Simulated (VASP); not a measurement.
Elastic constants (GPa) of a crystal from PBEsol GGA, VASP's PBE PAW potentials (set 64) (VASP):

```json
[
 {"": "xx", "xx": "199.2", "yy": "167.3", "zz": "167.3", "yz": "0.0", "xz": "0.0", "xy": "0.0"},
 {"": "yy", "xx": "167.3", "yy": "199.2", "zz": "167.3", "yz": "0.0", "xz": "0.0", "xy": "0.0"},
 {"": "zz", "xx": "167.3", "yy": "167.3", "zz": "199.2", "yz": "0.0", "xz": "0.0", "xy": "0.0"},
 {"": "yz", "xx": "0.0", "yy": "0.0", "zz": "0.0", "yz": "35.8", "xz": "0.0", "xy": "0.0"},
 {"": "xz", "xx": "0.0", "yy": "0.0", "zz": "0.0", "yz": "0.0", "xz": "35.8", "xy": "0.0"},
 {"": "xy", "xx": "0.0", "yy": "0.0", "zz": "0.0", "yz": "0.0", "xz": "0.0", "xy": "35.8"}
]
```

Finite-difference elastic constants of metals are sensitive to mesh and smearing; shear constants can be off by tens of GPa.

Task: Work out the Voigt, Reuss and Hill moduli, Young's modulus and Poisson's ratio.

Result: All eigenvalues are positive (smallest 31.9 GPa), so the crystal is stable. K_V = (C11+C22+C33+2(C12+C13+C23))/9 = (597.6 + 2×501.9)/9 = 177.9 GPa; G_V = (597.6 − 501.9 + 3×107.4)/15 = 27.9 GPa. From the compliances, K_R = 177.9 GPa and G_R = 23.9 GPa. Hill: K = 177.9 GPa, G = 25.9 GPa, E = 9KG/(3K+G) = 74.1 GPa, ν = (3K−2G)/(2(3K+G)) = 0.431. K/G = 6.88, above Pugh's 1.75; universal anisotropy A^U = 0.83.

Task: With a density of 19.25 g/cm³, what are the mean sound speeds?

Result: v_l = √((K+4G/3)/ρ) = 3.32 km/s and v_t = √(G/ρ) = 1.16 km/s. The crystal is Au (space group Fm-3m), cubic.

The structure comes from a measured Au entry (Fm-3m) of the Crystallography Open Database, whose conditions weren't checked. It was relaxed first.
